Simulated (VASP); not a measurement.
# Lattice vibrations of Ge2Sb2Te5, part 5 of 5

Wanted: whether Ge2Sb2Te5 is dynamically stable, and its vibrational spectrum. The start is a computed cell from the Materials Project.

VASP 6.6.1; PBEsol; plane waves and PAW (Te, Sb, Ge_d).

So far. Step 3 (Relax the host again, on a new basis): The start already met the threshold, so nothing moved. Step 4 (Tight relaxation): The run ended after 27 ionic steps, 0.010 eV below its first step, once forces and stress met EDIFFG = -0.002.

## (5) Force constants in the supercell (continued)

Parts of OUTCAR (step 5):

```text
   k-points           NKPTS =      8   k-points in BZ     NKDIM =      8   number of bands    NBANDS=    164

   ENCUT  =  380.0 eV  27.93 Ry    5.28 a.u.  13.43 13.43 26.76*2*pi/ulx,y,z

   NELECT =     272.0000    total number of electrons

 E-fermi :   6.8531

 k-point     1 :       0.0000    0.0000    0.0000
  band No.  band energies     occupation
    ...
    134       5.8470      2.00000
    135       5.8830      2.00000
    136       6.7442      1.78728
    137       6.8616      0.92858
    138       6.8616      0.92855
    139       6.9339      0.37449
    140       7.0180      0.00784
    141       7.0181      0.00774
    142       7.0181      0.00774
    143       7.5969     -0.00000
    ...

 POSITION                                       TOTAL-FORCE (eV/Angst)
 -----------------------------------------------------------------------------------
      2.11289      1.21988      7.06609        -0.000000     -0.000000     -0.009077
      0.00000      4.87952      7.06609         0.001278      0.000738     -0.005633
      6.33868      1.21988      7.06609         0.000000     -0.001475     -0.005633
      4.22578      4.87952      7.06609        -0.001278      0.000738     -0.005633
     -0.00000      2.43976      9.77047        -0.000134      0.000077      0.009184
     -2.11289      6.09939      9.77047         0.000000     -0.000155      0.009184
      4.22578      2.43976      9.77047         0.000134      0.000077      0.009184
      2.11289      6.09939      9.77047        -0.000000     -0.000000      0.009116
     -0.00000      2.43976      3.34650         0.003320     -0.001917     -0.020578
     -2.11289      6.09939      3.34650        -0.000000      0.003833     -0.020578
      4.22578      2.43976      3.34650        -0.003320     -0.001917     -0.020578
      2.11289      6.09939      3.34650        -0.000000     -0.000000     -0.016355
      2.11289      1.21988     13.49007        -0.000000     -0.000000      0.014586
      0.00000      4.87952     13.49007         0.001440      0.000831      0.018421
      6.33868      1.21988     13.49007         0.000000     -0.001662      0.018421
      4.22578      4.87952     13.49007        -0.001440      0.000831      0.018421
      0.00000      0.00000      0.00000        -0.002294     -0.001324     -0.006024
     -2.11289      3.65964      0.00000        -0.000000     -0.000000     -0.002134
      4.22578      0.00000      0.00000         0.002294     -0.001324     -0.006024
      2.11289      3.65964      0.00000        -0.000000      0.002649     -0.006024
      0.00000      0.00000      5.34121         0.001605      0.000927      0.005444
     -2.11289      3.65964      5.34121        -0.000000     -0.000000     -0.007889
      4.22578      0.00000      5.34121        -0.001605      0.000927      0.005444
      2.11289      3.65964      5.34121         0.000000     -0.001853      0.005444
[...]
-----------------------------------------------------------------------------------
    total drift:                               -0.000000      0.000002      0.000039

  FREE ENERGIE OF THE ION-ELECTRON SYSTEM (eV)
  ---------------------------------------------------
  free  energy   TOTEN  =      -150.4129763602 eV

  energy  without entropy=     -150.4482486352  energy(sigma->0) =     -150.42473379

 Eigenvectors and eigenvalues of the dynamical matrix
 ----------------------------------------------------

   1 f  =    5.117132 THz    32.151890 2PiTHz  170.689157 cm-1    21.162749 meV
             X         Y         Z           dx          dy          dz
      2.112892  1.219879  7.066091    -0.000000   -0.000000   -0.188718
      0.000000  4.879516  7.066091     0.000000    0.000000   -0.188718
      6.338677  1.219879  7.066091     0.000000   -0.000000   -0.188718
      4.225785  4.879516  7.066091    -0.000000    0.000000   -0.188718
     -0.000000  2.439758  9.770474     0.000000   -0.000000   -0.188718
[...]
X         Y         Z           dx          dy          dz
      2.112892  1.219879  7.066091    -0.000000    0.000000   -0.195497
      0.000000  4.879516  7.066091     0.000000    0.000000   -0.195497
      6.338677  1.219879  7.066091     0.000000   -0.000000   -0.195497
      4.225785  4.879516  7.066091    -0.000000   -0.000000   -0.195497
     -0.000000  2.439758  9.770474    -0.000000    0.000000    0.195497
     -2.112892  6.099395  9.770474    -0.000000   -0.000000    0.195497
      4.225785  2.439758  9.770474    -0.000000    0.000000    0.195497
      2.112892  6.099395  9.770474    -0.000000    0.000000    0.195497
     -0.000000  2.439758  3.346495    -0.000000    0.000000   -0.087602
     -2.112892  6.099395  3.346495     0.000000   -0.000000   -0.087602
      4.225785  2.439758  3.346495    -0.000000   -0.000000   -0.087602
      2.112892  6.099395  3.346495     0.000000   -0.000000   -0.087602
      2.112892  1.219879 13.490071     0.000000    0.000000    0.087602
      0.000000  4.879516 13.490071     0.000000    0.000000    0.087602
      6.338677  1.219879 13.490071    -0.000000    0.000000    0.087602
      4.225785  4.879516 13.490071    -0.000000    0.000000    0.087602
      0.000000  0.000000  0.000000    -0.000000   -0.000000    0.000000
     -2.112892  3.659637  0.000000     0.000000   -0.000000    0.000000
      4.225785  0.000000  0.000000    -0.000000   -0.000000    0.000000
      2.112892  3.659637  0.000000     0.000000   -0.000000    0.000000
      0.000000  0.000000  5.341211    -0.000000   -0.000000    0.281240
     -2.112892  3.659637  5.341211     0.000000    0.000000    0.281240
      4.225785  0.000000  5.341211     0.000000   -0.000000    0.281240
      2.112892  3.659637  5.341211    -0.000000    0.000000    0.281240
[...]
4.225785  2.439758 15.146316    -0.000000   -0.000000    0.003296
      2.112892  6.099395 15.146316     0.000000    0.000000    0.003296

   3 f  =    4.841692 THz    30.421251 2PiTHz  161.501475 cm-1    20.023622 meV
             X         Y         Z           dx          dy          dz
      2.112892  1.219879  7.066091    -0.000000    0.000000    0.029558
      0.000000  4.879516  7.066091    -0.000000   -0.000000    0.029558
      6.338677  1.219879  7.066091     0.000000    0.000000    0.029558
      4.225785  4.879516  7.066091     0.000000   -0.000000    0.029558
     -0.000000  2.439758  9.770474     0.000000   -0.000000   -0.029558
     -2.112892  6.099395  9.770474    -0.000000    0.000000   -0.029558
      4.225785  2.439758  9.770474    -0.000000   -0.000000   -0.029558
      2.112892  6.099395  9.770474     0.000000    0.000000   -0.029558
     -0.000000  2.439758  3.346495    -0.000000   -0.000000   -0.142779
     -2.112892  6.099395  3.346495    -0.000000    0.000000   -0.142779
      4.225785  2.439758  3.346495    -0.000000    0.000000   -0.142779
      2.112892  6.099395  3.346495     0.000000   -0.000000   -0.142779
      2.112892  1.219879 13.490071    -0.000000    0.000000    0.142779
      0.000000  4.879516 13.490071     0.000000   -0.000000    0.142779
      6.338677  1.219879 13.490071     0.000000   -0.000000    0.142779
      4.225785  4.879516 13.490071    -0.000000    0.000000    0.142779
      0.000000  0.000000  0.000000     0.000000    0.000000   -0.000000
     -2.112892  3.659637  0.000000    -0.000000   -0.000000   -0.000000
      4.225785  0.000000  0.000000    -0.000000    0.000000   -0.000000
      2.112892  3.659637  0.000000     0.000000   -0.000000   -0.000000
      0.000000  0.000000  5.341211     0.000000   -0.000000   -0.020160
     -2.112892  3.659637  5.341211    -0.000000    0.000000   -0.020160
      4.225785  0.000000  5.341211    -0.000000    0.000000   -0.020160
      2.112892  3.659637  5.341211     0.000000   -0.000000   -0.020160
[...]
4.225785  2.439758 15.146316     0.080635   -0.060567    0.000000
      2.112892  6.099395 15.146316     0.080635   -0.060567    0.000000

 ELASTIC MODULI CONTR FROM IONIC RELAXATION (kBar)
 Direction    XX          YY          ZZ          XY          YZ          ZX
 --------------------------------------------------------------------------------
 XX           0.0000      0.0000      0.0000      0.0000      0.0000      0.0000
 YY           0.0000      0.0000      0.0000      0.0000      0.0000      0.0000
 ZZ           0.0000      0.0000      0.0000      0.0000      0.0000      0.0000
 XY           0.0000      0.0000      0.0000      0.0000      0.0000      0.0000
 YZ           0.0000      0.0000      0.0000      0.0000      0.0000      0.0000
 ZX           0.0000      0.0000      0.0000      0.0000      0.0000      0.0000
 --------------------------------------------------------------------------------

[... 1 part as in an earlier step ...]

[... 13 further parts left out ...]
```

The last energy, forces, stress and levels in OUTCAR belong to the last displaced cell, not to the cell of POSCAR.

This step gave:

| Property | Result |
| --- | --- |
| electrons | 272 |
| lowest frequency | -28.00 cm⁻¹ |
| highest frequency | 176.8 cm⁻¹ |

No long-range dipole term. The phonon branches at the labelled points (cm⁻¹):

```csv
point,branch 1,branch 2,branch 3,branch 4,branch 24,branch 25,branch 26,branch 27
Γ,0,0,0,22,121,162,170,171
0.47 of the way,39,43,45,48,128,133,149,152
M,39,42,47,48,116,134,153,160
0.53 of the way,47,49,62,62,118,128,143,147
K,49,54,63,63,118,119,130,130
0.47 of the way,45,45,56,59,124,125,140,142
Γ,0,0,0,22,121,162,170,171
0.47 of the way,-20,-20,-18,28,124,159,167,175
A,-28,-28,-26,33,127,154,168,177
0.53 of the way,34,43,46,51,129,131,145,149
L,36,42,51,52,115,136,152,160
0.47 of the way,45,50,59,60,118,131,144,150
H,51,52,63,63,118,119,130,130
0.47 of the way,40,46,55,56,123,123,140,141
A,-28,-28,-26,33,127,154,168,177
jump to L,36,42,51,52,115,136,152,160
0.53 of the way,37,42,49,50,116,135,152,160
M,39,42,47,48,116,134,153,160
jump to K,49,54,63,63,118,119,130,130
0.47 of the way,50,53,63,63,118,119,130,130
H,51,52,63,63,118,119,130,130
```

The phonon density of states has structure finer than the step of the table below, so its rows give means over 10 cm⁻¹, whole bins alone (the curve runs from -53.1 to 202 cm⁻¹). Peaks (cm⁻¹: height): 49.7: 0.217, 67.0: 0.330, 100.4: 0.467.

The phonon density of states by frequency; means over each step:

| frequency (cm⁻¹) | phonon density of states (states/cm⁻¹/cell) |
| --- | --- |
| -40 | 0 |
| -30 | 5.2e-4 |
| -20 | 0.00315 |
| -10 | 0.00312 |
| 0 | 0.00113 |
| 10 | 0.00416 |
| 20 | 0.00975 |
| 30 | 0.0256 |
| 40 | 0.110 |
| 50 | 0.189 |
| 60 | 0.195 |
| 70 | 0.283 |
| 80 | 0.261 |
| 90 | 0.329 |
| 100 | 0.434 |
| 110 | 0.311 |
| 120 | 0.218 |
| 130 | 0.109 |
| 140 | 0.0862 |
| 150 | 0.0846 |
| 160 | 0.0316 |
| 170 | 0.00913 |
| 180 | 8.7e-4 |
| 190 | 0 |

A spacing of under 0.3 eV between levels on this mesh is not given as a gap, since the run was smeared as a metal.

## (6) What came out

| Item | Value |
| --- | --- |
| highest frequency | 177 cm⁻¹ |
| lowest frequency | -28.0 cm⁻¹ |

**Reading.** The spectrum reaches 177 cm⁻¹, and its lowest point lies at -28 cm⁻¹. The crystal is layered and no dispersion term is used, so the spacing and binding between its layers, and what hangs on them, are unreliable. At the wave vectors that fit the supercell, which are computed directly, every mode is real; only interpolated points are imaginary, so stability is left open here. Frequencies between the wave vectors that fit the supercell are interpolated.

[Lines on the potential files, build, host, timing and source positions are cut from VASP's logs without a mark.]

[Logs are printed without paths, hosts, clocks, repeated set-up lines and the standing remarks that a program may print on its own settings, such as how far it seeks lower states.]

[Hosts, paths, dates, database ids (printed as entryN), source tags and the programs' standing remarks are cut or masked in the printed files.]

[Runs that stopped without an error message from VASP are left out.]
